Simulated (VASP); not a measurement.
VASP runs on YIr (space group Pm-3m) share one base input (LDA (Ceperley-Alder, Perdew-Zunger), plane waves, VASP's LDA PAW potentials (set 64)) and change the settings named in each case.

### KPOINTS
```
Automatic
0
G
 13 13 13
0 0 0
```

### POSCAR
```
YIr
6.80
  0.5000000000   0.0000000000   0.0000000000
  0.0000000000   0.5000000000   0.0000000000
  0.0000000000   0.0000000000   0.5000000000
Ir Y
1 1
Cart
  0.0000000000   0.0000000000   0.0000000000
  0.2500000000   0.2500000000   0.2500000000
```

**INCAR**
```
! general
SYSTEM  = YIr
PREC    = Accurate
ENCUT   = 300
LREAL   = .FALSE.
LASPH   = .TRUE.

! electronic loop
EDIFF   = 1E-6
NELM    = 100
ALGO    = Normal
LMAXMIX = 6

! smearing
ISMEAR  = 0
SIGMA   = 0.136

! ions
ISIF    = 2

! output
LWAVE   = .FALSE.
LCHARG  = .FALSE.
```

POTCAR, in this order: Ir Y_sv (LDA.64 set). Program: vasp_std.

```csv
change,E(σ→0) (eV/atom),pressure (GPa),−TS (eV)
base run,-9.4422,-5.57,-0.0040
"GGA = PS, POTCAR Ir Y_sv (PBE.64 set)",-9.0950,?,-0.0040
"GGA_COMPAT = .FALSE., LNONCOLLINEAR = .TRUE., LSORBIT = .TRUE., MAGMOM = 0.0 0.0 0.0 0.0 0.0 0.0, program vasp_ncl",-9.6484,?,?
KPOINTS 3×3×3 Γ-centred mesh,-9.7217,-7.78,0.0000
```

### Question
Complete the blanks.

### Answer

- GGA = PS, POTCAR Ir Y_sv (PBE.64 set), pressure (GPa): -2.47
- GGA_COMPAT = .FALSE., LNONCOLLINEAR = .TRUE., LSORBIT = .TRUE., MAGMOM = 0.0 0.0 0.0 0.0 0.0 0.0, program vasp_ncl, pressure (GPa): -5.33
- GGA_COMPAT = .FALSE., LNONCOLLINEAR = .TRUE., LSORBIT = .TRUE., MAGMOM = 0.0 0.0 0.0 0.0 0.0 0.0, program vasp_ncl, −TS (eV): -0.0037

Energies of different potentials or functionals have different zeros.  Unless said otherwise, spin-orbit coupling is left out, though it shifts the bands of the heavy elements here. At 300 eV the pressure can carry a Pulay error.

Left out are runs that ran out of time, are held back, or changed the cell or the kind of run, fixed moments of cells without a moment, rows past the twelfth, gaps on odd meshes, pressures of charged cells and columns that move by less than the noise.

The structure comes from a measured YIr entry of the Crystallography Open Database, whose conditions weren't checked. The cell was not relaxed at this level.
